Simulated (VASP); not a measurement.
Here is the system:

```
AlFe
1.0
    2.91021     0.00000     0.00000
    0.00000     2.85245     0.00000
    0.00000     0.00000     2.89700
Al Fe
1 1
Cartesian
  1.45511   1.42622   1.44850
  0.02724   0.00000   0.00000
```

Computed with PBE GGA + U (Dudarev), VASP's PBE PAW potentials (set 64) (plane waves; VASP 6.6.1). Numerical set-up: 400 eV cut-off, 11×12×11 Γ-centred mesh, first-order Methfessel-Paxton smearing of 0.10 eV, potentials Al Fe, U − J: Fe 1.00 eV.

**Question.** Give the force on each atom (eV/Å).

**Answer.** 
| atom | Fx | Fy | Fz |
|---|---|---|---|
| Al1 | 0.205 | 0.000 | 0.000 |
| Fe2 | -0.205 | 0.000 | 0.000 |

**Question.** Give the stress tensor in GPa (positive for a compressed cell).

**Answer.** 
```
-5.49   0.00   0.00
 0.00  -2.67   0.00
 0.00   0.00  -4.90
```
The pressure is its mean diagonal, -4.35 GPa.

The compound is FeAl in the CsCl type structure. The cell was not relaxed at this level, atoms are displaced from their ideal sites. The run is one of a series of settings (LDAU = .TRUE., LDAUJ = 0 0, LDAUL = -1 2, LDAUTYPE = 2, LDAUU = 0 1.0 against the base run), some of them coarse on purpose. The run is not spin-polarised, so no magnetic state was tried. The electron count is odd and the run is not spin-polarised, which forces a metal.
